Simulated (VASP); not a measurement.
Data:

```
NbSb
1.0
    0.00000     3.13346     3.13346
    3.13346     0.00000     3.13346
    3.13346     3.13346     0.00000
Nb Sb
1 1
Cartesian
  0.00000   0.00000   0.00000
  1.56673   1.56673   1.56673
```

Level of theory: r2SCAN meta-GGA, VASP's PBE PAW potentials (set 64) (plane waves; VASP 6.6.1). Run with 400 eV cut-off, 11×11×11 Γ-centred mesh, tetrahedra with Blöchl corrections, potentials Nb_sv Sb.

### Question
Give the energies of bands 6 to 12 at the high-symmetry points, in eV from the Fermi level.

### Answer

```csv
band,Γ,X,U,L,W
6,-3.01,-4.32,-3.86,-3.99,-3.49
7,-3.01,-1.95,-2.69,-2.67,-3.23
8,-3.01,-1.95,-2.18,-2.67,-1.94
9,0.04,-0.79,-0.84,0.25,-0.92
10,0.04,0.52,0.15,0.25,-0.06
11,3.31,0.57,0.56,0.38,0.55
12,5.30,1.05,1.55,3.00,1.25
```

It has no gap at this level: it comes out as a metal or semimetal.

The structure was generated: NbSb was put into the zinc blende type (F-43m), which need not be its known phase. It was relaxed first, which changed the volume by -28 %.
